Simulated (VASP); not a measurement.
Method: r2SCAN meta-GGA, VASP's PBE PAW potentials (set 64) (plane waves; VASP).

Input for VASP

### KPOINTS
```
Automatic mesh
0
Gamma
17 17 17
0 0 0
```

**INCAR**
```
SYSTEM = Ta
PREC = Accurate
ENCUT = 520
EDIFF = 1E-7
NELM = 100
ALGO = Normal
LREAL = .FALSE.
LASPH = .TRUE.
ISMEAR = -5
METAGGA = R2SCAN
LMIXTAU = .TRUE.
LMAXMIX = 6
LWAVE = .FALSE.
LCHARG = .FALSE.
LORBIT = 11
NEDOS = 601
ISIF = 2
```

**KPOINTS_OPT**
```
k-points along high-symmetry lines
10
Line-mode
Reciprocal
  0.000000   0.000000   0.000000 ! GAMMA
  0.500000  -0.500000   0.500000 ! H

  0.500000  -0.500000   0.500000 ! H
  0.000000  -0.000000   0.500000 ! N

  0.000000  -0.000000   0.500000 ! N
  0.000000   0.000000   0.000000 ! GAMMA

  0.000000   0.000000   0.000000 ! GAMMA
  0.250000   0.250000   0.250000 ! P

  0.250000   0.250000   0.250000 ! P
  0.500000  -0.500000   0.500000 ! H

  0.250000   0.250000   0.250000 ! P
  0.000000  -0.000000   0.500000 ! N
```

### POSCAR
```
Ta
1
   -1.6526118392     1.6526118392     1.6526118392
    1.6526118392    -1.6526118392     1.6526118392
    1.6526118392     1.6526118392    -1.6526118392
Ta
1
Direct
  0.0000000000   0.0000000000   0.0000000000
```

POTCAR, in this order: Ta_pv (PBE.64 set). Program: vasp_std.

What will the output report for the number of irreducible k-points (NKPTS), largest plane-wave count, number of space-group operations, FFT grid (NGX, NGY, NGZ)?

```json
{
 "number of irreducible k-points (NKPTS)": "165",
 "largest_plane_wave_count": "496",
 "number_of_space_group_operations": "48",
 "FFT grid (NGX, NGY, NGZ)": "24 × 24 × 24"
}
```

The compound is Ta in the bcc structure. It was relaxed first.
